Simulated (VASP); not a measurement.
**MoS2: single point with PBE+D3(BJ)**

**The experiment to reproduce.**

From “Multiwavelength excitation Raman Scattering Analysis of bulk and 2 dimensional MoS2: Vibrational properties of atomically thin MoS2 layers”, 2015, arxiv:1506.03228, for a bulk crystal of MoS2 at 300 K: band gap 1.3 eV (indirect).

Crystal: MoS2.

```
Mo S
1.0
     3.14917    0.00000    0.00000
    -1.57458    2.72726    0.00000
     0.00000    0.00000   12.08985
Mo S
2 4
Cartesian
  0.0000 1.8182 3.0225
  1.5746 0.9091 9.0674
  0.0000 1.8182 7.5016
  1.5746 0.9091 1.4567
  0.0000 1.8182 10.6331
  1.5746 0.9091 4.5882
```

* Program: VASP 6.6.1
* Task: single point
* Functional: PBE
* Dispersion: D3(BJ)
* Potentials or basis: VASP PAW PBE potentials, release 64 (Mo_sv, S)
* Cutoff: 520 eV
* k mesh: 12 × 12 × 4
* Occupations: gaussian, width 0.02 eV
* Spin: no spin polarisation

- Pressure: -0.1 GPa
- Largest force: 0.010 eV/Å
- Band gap on the k mesh: 0.80 eV, indirect (least direct gap 1.70 eV)
- Dispersion energy per atom: -0.438 eV

Forces in eV/Å, atoms in the order of the input:
```
Mo   0.000  0.000  0.000
Mo   0.000  0.000  0.000
S    0.000  0.000  0.010
S    0.000  0.000  0.010
S    0.000  0.000 -0.010
S    0.000  0.000 -0.010
```

Levels at points of the mesh, in eV from the valence-band top:
```csv
k point,band 23,band 24,band 25,band 26,band 27,band 28,band 29,band 30
"(0.00, 0.00, 0.00)",-2.15,-1.27,-1.11,0.00,2.09,2.09,2.13,2.13
"(0.50, 0.00, 0.00)",-1.78,-1.52,-1.49,-1.33,1.62,1.68,2.00,2.31
"(0.00, 0.00, 0.50)",-2.18,-2.18,-0.26,-0.26,2.10,2.10,2.10,2.10
"(0.50, 0.00, 0.50)",-1.65,-1.65,-1.40,-1.40,1.65,1.65,2.17,2.17
```

Run time: 72 s on 1 thread of Intel(R) Xeon(R) 6975P-C (Granite Rapids), with other jobs on the host, peak memory 0.33 GiB.

Measured gap of MoS2: 1.3 eV (indirect; 300 K; “Multiwavelength excitation Raman Scattering Analysis of bulk and 2 dimensional MoS2: Vibrational properties of atomically thin MoS2 layers”, 2015, arxiv:1506.03228). This calculation gives 0.80 eV (-0.50 eV). Spin-orbit coupling on Mo is left out. The value is that of PBE+D3(BJ) on a finite k mesh, which can miss the band edges, without temperature or zero-point motion. Semilocal functionals fall short of measured gaps as a rule.
